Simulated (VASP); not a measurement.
Data:

```
BP
1.0
    0.00000     2.27129     2.27129
    2.27129     0.00000     2.27129
    2.27129     2.27129     0.00000
B P
1 1
Cartesian
  0.00000   0.00000   0.00000
  1.13564   1.13564   1.13564
```

All values below come from optB86b-vdW, VASP's PBE PAW potentials (set 64) (plane waves; VASP). Run with 520 eV cut-off, 11×11×11 Γ-centred mesh, tetrahedra with Blöchl corrections, potentials B P.

Q: Predict the energy per atom (σ→0).

A: 
```yaml
energy per atom (σ→0): -5.549 eV/atom
```

The absolute energy has meaning only against runs of the same code, potentials and settings.

The compound is BP in the zinc blende structure. It was relaxed first.
